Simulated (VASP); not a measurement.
Method: optB88-vdW, VASP's PBE PAW potentials (set 64) (plane waves; VASP 6.6.1).

VASP input:

### POSCAR
```
GaSb
1
    0.0000000000     3.0500000000     3.0500000000
    3.0500000000     0.0000000000     3.0500000000
    3.0500000000     3.0500000000     0.0000000000
Ga Sb
1 1
Direct
  0.0000000000   0.0000000000   0.0000000000
  0.2500000000   0.2500000000   0.2500000000
```

INCAR:
```
AGGAC = 0.0
ALGO = Normal
EDIFF = 1E-6
EDIFFG = -0.01
ENCUT = 520
GGA = BO
IBRION = 2
ISIF = 3
ISMEAR = 0
LASPH = T
LCHARG = F
LMAXMIX = 4
LREAL = F
LUSE_VDW = T
LWAVE = F
NELM = 100
NSW = 60
PARAM1 = 0.1833333333
PARAM2 = 0.22
PREC = Accurate
SIGMA = 0.05
SYSTEM = GaSb
```

### KPOINTS
```
Automatic mesh
0
Gamma
7 7 7
0 0 0
```

POTCAR, in this order: Ga_d Sb (PBE.64 set). Program: vasp_std.

The run wrote:

**OSZICAR**
```
       N       E                     dE             d eps       ncg     rms          rms(c)
DAV:   1     0.844081566074E+02    0.84408E+02   -0.89220E+03   520   0.177E+03
DAV:   2     0.372885762005E+01   -0.80679E+02   -0.78803E+02   595   0.313E+02
DAV:   3    -0.182089582223E+01   -0.55498E+01   -0.55287E+01   665   0.723E+01
DAV:   4    -0.192006419052E+01   -0.99168E-01   -0.99119E-01   566   0.108E+01
DAV:   5    -0.192306357335E+01   -0.29994E-02   -0.29993E-02   675   0.169E+00    0.291E+00
DAV:   6    -0.186637440705E+01    0.56689E-01   -0.64570E-02   638   0.377E+00    0.175E+00
DAV:   7    -0.184499646807E+01    0.21378E-01   -0.66001E-02   588   0.194E+00    0.294E-01
DAV:   8    -0.184539095008E+01   -0.39448E-03   -0.41640E-03   646   0.860E-01    0.942E-02
DAV:   9    -0.184560429816E+01   -0.21335E-03   -0.53265E-04   560   0.250E-01    0.291E-02
DAV:  10    -0.184561494158E+01   -0.10643E-04   -0.26444E-05   618   0.415E-02    0.108E-02
DAV:  11    -0.184562565960E+01   -0.10718E-04   -0.11323E-05   535   0.340E-02    0.537E-03
DAV:  12    -0.184562585507E+01   -0.19547E-06   -0.28482E-07   410   0.601E-03
   1 F= -.18456259E+01 E0= -.18455104E+01  d E =-.184563E+01
       N       E                     dE             d eps       ncg     rms          rms(c)
DAV:   1    -0.254293993664E+01   -0.69731E+00   -0.99771E+00   670   0.614E+01    0.457E+00
DAV:   2    -0.202213710425E+01    0.52080E+00   -0.88774E-01   635   0.173E+01    0.219E+00
DAV:   3    -0.188123071170E+01    0.14091E+00   -0.22755E-01   675   0.832E+00    0.389E-01
DAV:   4    -0.186829450064E+01    0.12936E-01   -0.21021E-02   615   0.245E+00    0.151E-01
DAV:   5    -0.186719264996E+01    0.11019E-02   -0.14638E-03   610   0.562E-01    0.563E-02
DAV:   6    -0.186702807157E+01    0.16458E-03   -0.55936E-04   640   0.459E-01    0.179E-02
DAV:   7    -0.186702656492E+01    0.15067E-05   -0.61564E-05   721   0.135E-01    0.628E-03
DAV:   8    -0.186702673879E+01   -0.17387E-06   -0.57069E-06   600   0.325E-02
   2 F= -.18670267E+01 E0= -.18669143E+01  d E =-.214009E-01
       N       E                     dE             d eps       ncg     rms          rms(c)
DAV:   1    -0.190683469328E+01   -0.39808E-01   -0.51546E-01   670   0.126E+01    0.111E+00
DAV:   2    -0.187714271390E+01    0.29692E-01   -0.61246E-02   650   0.501E+00    0.505E-01
DAV:   3    -0.186989125164E+01    0.72515E-02   -0.88395E-03   683   0.157E+00    0.118E-01
DAV:   4    -0.186911219359E+01    0.77906E-03   -0.84502E-04   604   0.424E-01    0.378E-02
DAV:   5    -0.186904434498E+01    0.67849E-04   -0.58621E-05   630   0.105E-01    0.972E-03
DAV:   6    -0.186904313791E+01    0.12071E-05   -0.74617E-06   490   0.480E-02    0.303E-03
DAV:   7    -0.186904306407E+01    0.73839E-07   -0.53491E-07   270   0.576E-03
   3 F= -.18690431E+01 E0= -.18689306E+01  d E =-.234172E-01
```

### OUTCAR
```
------------------------ aborting loop because EDIFF is reached ----------------------------------------
  FORCE on cell =-STRESS in cart. coord.  units (eV):
  Direction    XX          YY          ZZ          XY          YZ          ZX
  --------------------------------------------------------------------------------------
  Total       -0.0045952     -0.0045952     -0.0045952      0.0000000      0.0000000      0.0000000
  in kB       -0.1232791     -0.1232791     -0.1232791      0.0000000      0.0000000      0.0000000
  external PRESSURE =      -0.1232791 kB  Pullay stress =       0.0000000 kB
  volume of cell :       59.72
      direct lattice vectors                 reciprocal lattice vectors
    -0.000000000  3.102403027  3.102403027    -0.161165392  0.161165392  0.161165392
     3.102403027 -0.000000000  3.102403027     0.161165392 -0.161165392  0.161165392
     3.102403027  3.102403027 -0.000000000     0.161165392  0.161165392 -0.161165392
  FREE ENERGIE OF THE ION-ELECTRON SYSTEM (eV)
  ---------------------------------------------------
  free  energy   TOTEN  =        -1.8690430641 eV

  energy  without entropy=       -1.8688181919  energy(sigma->0) =       -1.86893063

 reached required accuracy - stopping structural energy minimisation
```
(Selected blocks of OUTCAR.)

### CONTCAR
```
GaSb
   1.00000000000000
    -0.0000000000000000    3.1024030271771101    3.1024030271771101
     3.1024030271771101   -0.0000000000000000    3.1024030271771101
     3.1024030271771101    3.1024030271771101   -0.0000000000000000
  Ga              Sb
     1     1
Direct
     0.0000000000000000    0.0000000000000000    0.0000000000000000
     0.2500000000000000    0.2500000000000000    0.2500000000000000
```

Energy and stress use the plane-wave basis of the starting cell.

The compound is GaSb in the zinc blende structure. This run relaxes it. Symmetry was kept, so distortions that lower it aren't found.
